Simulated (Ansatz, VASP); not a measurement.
**SiGe ([001] superlattice of 2 + 2 atomic layers (invented)) in two plane-wave programs**

Aim: how closely do two programs agree when they are given the same cell, functional and k mesh? The cell is generated by rule, not measured, and may not be a known phase. The cell is taken from a series of runs on this material, whose earlier steps may have relaxed, scaled, displaced or heated it; both programs get it as it stands.

Method: plane waves, with VASP 6.6.1 beside it; relaxation of cell and atoms at r2SCAN, in Ansatz 0.2.0.

## (1) Set-up

The structure is orthorhombic, space group Pmma (No. 51). Conventional cell: a = 3.920 Å, b = 3.920 Å, c = 5.540 Å, α = 90.00°, β = 90.00°, γ = 90.00°. Si has 2 Si at 2.40 Å and 2 Ge at 2.40 Å nearest. Nearest to Ge lie 2 Si at 2.40 Å and 2 Ge at 2.40 Å. Farther neighbours are not listed.

## (2) Ansatz: relaxation of cell and atoms, r2SCAN

Ansatz runs on its PAW soft_1 files.

The relaxed volume is the usual yardstick between codes: in a stiff, nearly cubic crystal its relative difference is about their pressure difference at one cell divided by the bulk modulus.

Input file input.yaml:

```yaml
crystal:
  lattice:
    - [3.92, 0.0, 0.0]
    - [0.0, 3.92, 0.0]
    - [0.0, 0.0, 5.54]
  atoms:
    - { symbol: Si, position: [0.75, 0.0, 0.625] }
    - { symbol: Si, position: [0.25, 0.0, 0.375] }
    - { symbol: Ge, position: [0.25, 0.5, 0.125] }
    - { symbol: Ge, position: [0.75, 0.5, 0.875] }
kpoints:
  mp_grid: { grid: [6, 6, 4] }
hamiltonian:
  xc: r2scan
  pseudopotentials: { kind: paw, azcp: { folder: soft_1 } }
scf:
  occupations: { method: gaussian, width: 0.02 }
output:
  forces: true
  stress: true
  eigenvalues: true
  write_density: true
  write_potential: true
  elf: true
  volumetric_format: npy
relax:
  adjacent_minimum: "off"
  f_tol: 0.005
  max_steps: 80
  cell: { stress_tol: 0.05 }
```

Launch:

```sh
$ ansatz run input.yaml --threads 4 --pin off --max-ram 9216MiB --backend cpu --events-out ev --progress --plain --runs-dir out
```

Numbers of over 12 decimals in the logs are rounded to 6 here.

Log:

```text
Engine: ansatz 0.2.0, x86_64-unknown-linux-gnu
Pseudopotentials: kind: paw
Pseudopotential: Si, paw, valence charge 4, recommended cutoff 500 eV (meta_gga), soft_1/Si.paw.azcp
Pseudopotential: Ge, paw, valence charge 14, recommended cutoff 500 eV (meta_gga), soft_1/Ge.paw.azcp
Functional definition: r2SCAN
  parameter k0 = 0.174
  parameter k1 = 0.065
  parameter a1 = 4.9479
  exchange = r2scan_x(k0 = k0, k1 = k1, a1 = a1)
  correlation = r2scan_c
Crystal: 4 atoms, lattice volume = 85.130 Å³
Basis set: ecut = 500 eV, 2173 PW (Γ), exchange–correlation on 120×120×180 points (64 copies of the dense FFT grid, shifted against one another)
Bands: 22, of which v1, the nominal top of the filled ones, is band 18 counted from 1 (17 counted from 0)
Symmetry: 8 space group operations
Space group: Pmma (ITA 51), of the structure as read, at distance tolerance 4.4e-5 Å
k-points: 48 of 144
Non-local potential: Si, projectors of the file, l = 0: 2, l = 1: 2, l = 2: 1
Non-local potential: Ge, projectors of the file, l = 0: 2, l = 1: 2, l = 2: 3, l = 3: 1
PAW form: soft (Blöchl's): semilocal exchange-correlation on the pseudo side does not see the compensation charge
PAW frozen core: Si, regenerated for the run's functional (the file was generated under x = pbe(κ = 0.804, μ = 0.219515), c = pbe(β = 0.066725))
PAW frozen core: Ge, regenerated for the run's functional (the file was generated under x = pbe(κ = 0.804, μ = 0.219515), c = pbe(β = 0.066725))
PAW one-centre angular grid: Si, 302 points (default); XC on 160 Gauss nodes
PAW one-centre angular grid: Ge, 590 points (default); XC on 160 Gauss nodes
Initial density: superposition of atomic densities (chi_scale 0.1, normalization cell, long waves kept (reshape's long-wave potential 0.01 eV rms))
Initial wavefunctions: pseudopotential atomic-orbital guess
Functional: x = r2scan, c = r2scan; τ floored in thin density (d = 2e-4 eV/Å³)
SCF iter   1: F=—  HF=-9883.768203 eV  |F-HF|=—  |Δ(HF+E_count)|=         —  Δρ=4.22e-2  dr2=1.23e0  dr2_τ=1.71e-2  ethr=3.10e-3  ⟨swp⟩=7.4  Hψ=5513  notcnv=0
preconditioner: auto → Resta (q_TF=auto, 2.364 Å⁻¹)  ε∞=4.4  [insulator: Δε(μ)=0.686 eV  Ē_g=8.723 eV  σ=0.020 eV  W_gap=1.00  n_scr=20 (ndim 8)  ℏωp=16.1 eV  f_vac=0.000  D(μ)=0.00/eV (n_scr^D=0)  ε∞_Penn≈4.4]
SCF iter   2: F=—  HF=-9883.820754 eV  |F-HF|=—  |Δ(HF+E_count)|=   5.26e-2  Δρ=2.60e-2  dr2=4.90e-1  dr2_τ=1.51e-3  ethr=3.10e-3  ⟨swp⟩=2.0  Hψ=1597  notcnv=0
SCF iter   3: F=—  HF=-9883.877530 eV  |F-HF|=—  |Δ(HF+E_count)|=   5.68e-2  Δρ=2.82e-3  dr2=1.05e-2  dr2_τ=9.39e-5  ethr=1.36e-3  ⟨swp⟩=3.5  Hψ=1673  notcnv=0
SCF iter   4: F=—  HF=-9883.874696 eV  |F-HF|=—  |Δ(HF+E_count)|=   2.83e-3  Δρ=1.51e-3  dr2=2.10e-3  dr2_τ=1.88e-5  ethr=2.93e-5  ⟨swp⟩=2.8  Hψ=2207  notcnv=0
SCF iter   5: F=—  HF=-9883.875265 eV  |F-HF|=—  |Δ(HF+E_count)|=   5.69e-4  Δρ=5.19e-4  dr2=2.35e-4  dr2_τ=3.21e-6  ethr=5.84e-6  ⟨swp⟩=2.0  Hψ=2100  notcnv=0
SCF iter   6: F=—  HF=-9883.875401 eV  |F-HF|=—  |Δ(HF+E_count)|=   1.36e-4  Δρ=8.72e-5  dr2=6.75e-6  dr2_τ=7.38e-8  ethr=6.52e-7  ⟨swp⟩=2.0  Hψ=1438  notcnv=0
SCF iter   7: F=—  HF=-9883.875403 eV  |F-HF|=—  |Δ(HF+E_count)|=   1.91e-6  Δρ=1.23e-5  dr2=8.71e-8  dr2_τ=1.53e-9  ethr=2.78e-10  ⟨swp⟩=8.8  Hψ=8127  notcnv=0
SCF iter   8: F=-9883.875403 eV  HF=-9883.875403 eV  |F-HF|=2.40e-10  |Δ(HF+E_count)|=   3.17e-8  Δρ=1.72e-6  dr2=1.66e-9  dr2_τ=4.09e-11  ethr=2.42e-10  ⟨swp⟩=8.7  Hψ=7445  notcnv=0
SCF 1 converged in 8 iterations: F = -9883.875403 eV  dr2 = 1.66e-9
  greatest PAW one-centre occupation: 0.998 electrons in one spin orbital (limit 2), on the Ge atom at site 3 (counted from 0), in its partial waves of l = 2
relax step   1: F+E_penalty+E_count = -9883.87540270 eV  Δ(F+E_penalty+E_count) = +0.000e0 eV  max|allowed force component| = 5.209e-1 eV/Å  Δτ_max = 0.0000 Å  P = +0.332 GPa  Ω = 85.130 Å³  (8 SCF iters, dr2 threshold 1.00e-7 eV, accepted)
[...]
relax step   2: F+E_penalty+E_count = -9883.90346601 eV  Δ(F+E_penalty+E_count) = -2.806e-2 eV  max|allowed force component| = 7.761e-2 eV/Å  Δτ_max = 0.0348 Å  P = -0.019 GPa  Ω = 85.412 Å³  energy of the carried Pulay correction = -3.843e-5 eV  (6 SCF iters, dr2 threshold 4.00e-7 eV, accepted)
[...]
relax step   3: F+E_penalty+E_count = -9883.90416178 eV  Δ(F+E_penalty+E_count) = -6.958e-4 eV  max|allowed force component| = 1.011e-2 eV/Å  Δτ_max = 0.0054 Å  P = -0.007 GPa  Ω = 85.398 Å³  energy of the carried Pulay correction = -3.648e-5 eV  (4 SCF iters, dr2 threshold 3.76e-7 eV, accepted)
[...]
relax step   4: F+E_penalty+E_count = -9883.90417302 eV  Δ(F+E_penalty+E_count) = -1.124e-5 eV  max|allowed force component| = 3.347e-3 eV/Å  Δτ_max = 0.0009 Å  P = -0.002 GPa  Ω = 85.393 Å³  energy of the carried Pulay correction = -3.577e-5 eV  (5 SCF iters, dr2 threshold 6.39e-9 eV, accepted)
[...]
relax step   5: F+E_penalty+E_count = -9883.90420102 eV  Δ(F+E_penalty+E_count) = -2.799e-5 eV  max|allowed force component| = 3.348e-3 eV/Å  Δτ_max = 0.0000 Å  P = -0.001 GPa  Ω = 85.393 Å³  stress off target by 2.05e-2 GPa  SCF on the basis re-selected at this cell (its energy is not comparable with the rows above)  (5 SCF iters)
basis re-selected at this cell: Δ(F+E_penalty+E_count) = -2.799e-5 eV, ΔP = +0.000 GPa vs the last step (what re-selecting the basis moved, of the pressure what is left beyond the Pulay correction that the steps carried, after the strain that the cell walked since its last selection, with what the two solves' SCF thresholds leave and, on support functions, any second-order correction that the steps lacked; it is no m [...]
SCF converged after 5 iterations
Free energy (F): -9883.904201 eV
Harris-Foulkes:  -9883.904201 eV  (|F-HF|=2.55e-11)
Internal energy: -9883.904201 eV  (E = F + TS)
E sigma→0 (E₀):  -9883.904201 eV
Fermi energy:    7.642558 eV
--- Per-component energies (eV) ---
  E_band       = -325.979840
  E_kinetic    = 266.315981
  E_local      = -5205.769962  (includes V_loc(G=0)·N_el)
  E_nonlocal   = 481.326269
  E_hartree    = 2484.779962
  E_xc         = -237.048766
  E_vxc        = -238.099365  (∫ρ·V_xc dr)
  E_paw        = -5090.041241  (= ΣΔE_a)
  E_vpaw       = -610.380394  (= ΣTr[D̂ρ^β])
  E_aug_tail   = 0.000020  (compensation charges beyond the density's cutoff)
  E_vtau       = 11.067593  (kinetic-family band-sum trace: ∫τ·v_τ [+ j·A + Jᵃ·Aᵃ] dr)
  E_ewald      = -2581.142076
  E_core_change = -2.324387  (= ΣΔE_core)
  E_smearing   = -0.000000  (= −TS)
  E_closure    = 0.000000  (closes the sum)
  Σ components = -9883.904201   (vs F -9883.904201, Δ=0.00e0)
--- Forces (eV/Å), atoms counted from 1 ---
  atom   1  Si     0.00000000    -0.00000000     0.00043138
  atom   2  Si    -0.00000000     0.00000000    -0.00043138
  atom   3  Ge     0.00000000    -0.00000000     0.00334807
  atom   4  Ge    -0.00000000     0.00000000    -0.00334807
  max |Σ_I F_I| component: 0.00e0 eV/Å
--- Stress (GPa, compression-positive) ---
       -0.020508       0.000000      -0.000000
        0.000000       0.020182      -0.000000
       -0.000000      -0.000000      -0.003346
  P = ⅓ Tr σ = -0.0012 GPa (-0.012 kbar)
--- Band table (eV; the first three rows and the last of 48) ---
  k-point 0: bands = [... 14 lower, 4.1446, 7.2365, 7.2819, 7.3372, 8.1318, 8.3355, 9.4780, 10.0098]
  k-point 1: bands = [... 14 lower, 4.4160, 5.5682, 6.3963, 6.4519, 8.0167, 9.0048, 9.6704, 10.9662]
  k-point 2: bands = [... 14 lower, 4.9542, 5.1796, 5.2331, 5.4875, 8.2662, 8.7909, 10.6019, 10.8188]
  k-point 47: bands = [... 14 lower, 3.2247, 3.2247, 3.2948, 3.2948, 11.9235, 11.9235, 12.1914, 12.1914]
--- Relaxed structure (4 steps of the walk, 4 accepted, 1 SCFs on fresh bases) ---
  F+E_penalty+E_count = -9883.90420102 eV   max|allowed force component| = 3.348e-3 eV/Å   (the final SCF, on the basis selected at the relaxed cell)
  cell:  # Å, volume = 85.3928 Å³
    - [3.925435, 0.0, 0.0]
    - [0.0, 3.929167, 0.0]
    - [0.0, 0.0, 5.536472]
  atoms:
    - { symbol: Si, position: [0.750000, 0.0, 0.620016] }
    - { symbol: Si, position: [0.25, 0.0, 0.379984] }
    - { symbol: Ge, position: [0.25, 0.500000, 0.130525] }
    - { symbol: Ge, position: [0.750000, 0.500000, 0.869475] }
```

Reading the cycles: dr2 is the Hartree energy of the density residual (eV), the measure of convergence; HF is the Harris–Foulkes estimate of the energy, which meets the free energy F at convergence.

(Continued in part 2 of 2.)

[Lines on the potential files, build, host, timing and source positions are cut from VASP's logs without a mark.]

[Logs are printed without paths, hosts, clocks, repeated set-up lines and the standing remarks that a program may print on its own settings, such as how far it seeks lower states.]

[Hosts, paths, dates, database ids (printed as entryN), source tags and the programs' standing remarks are cut or masked in the printed files.]
